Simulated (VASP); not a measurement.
The input files of a VASP run:

### INCAR
```
SYSTEM = SnO2
PREC = Accurate; ENCUT = 520; LREAL = .False.
LASPH = .True.
EDIFF = 1E-7; NELM = 100; ALGO = Normal
LMAXMIX = 4
ISMEAR = -5
GGA = RE
ISIF = 2
LWAVE = .False.; LCHARG = .True.; LORBIT = 11
NEDOS = 601
```

POSCAR:
```
SnO2
1
    4.8631068763     0.0000000000     0.0000000000
    0.0000000000     4.8631068763     0.0000000000
    0.0000000000     0.0000000000     3.2551873395
Sn O
2 4
Direct
  0.0000000000   1.0000000000   0.0000000000
  0.5000000000   0.5000000000   0.5000000000
  0.3067802871   0.3067802871   1.0000000000
  0.8067802871   0.1932197129   0.5000000000
  0.1932197129   0.8067802871   0.5000000000
  0.6932197129   0.6932197129   0.0000000000
```

### KPOINTS
```
K-points
0
G
5 5 8
```

POTCAR, in this order: Sn_d O (PBE.64 set). Program: vasp_std.

### Question
Translate this revPBE calculation to Ansatz.

### Answer
One equivalent input (not run):
Ansatz 0.2 input:
```yaml
crystal:
  lattice:
    - [4.8631069, 0.0000000, 0.0000000]
    - [0.0000000, 4.8631069, 0.0000000]
    - [0.0000000, 0.0000000, 3.2551873]
  atoms:
    - { symbol: Sn, position: [0.0000000, 1.0000000, 0.0000000] }
    - { symbol: Sn, position: [0.5000000, 0.5000000, 0.5000000] }
    - { symbol: O, position: [0.3067803, 0.3067803, 1.0000000] }
    - { symbol: O, position: [0.8067803, 0.1932197, 0.5000000] }
    - { symbol: O, position: [0.1932197, 0.8067803, 0.5000000] }
    - { symbol: O, position: [0.6932197, 0.6932197, 0.0000000] }
kpoints:
  mp_grid: { grid: [5, 5, 8] }
hamiltonian:
  xc: revpbe
  pseudopotentials: { kind: paw }
scf:
  occupations: { method: tetrahedron }
  max_iter: 100
output: { forces: true, stress: true, eigenvalues: true }
```
The two are equivalent in intent, not identical: each code has its own PAW files, so the cut-off isn't converted (ENCUT is set for VASP's; basis.ecutwfc is left out, and Ansatz then takes the one that its files recommend); Ansatz stops its SCF on the density residual and VASP on the energy change (EDIFF).

The compound is SnO2 in the rutile structure. It was relaxed first, which changed the volume by +7 %.
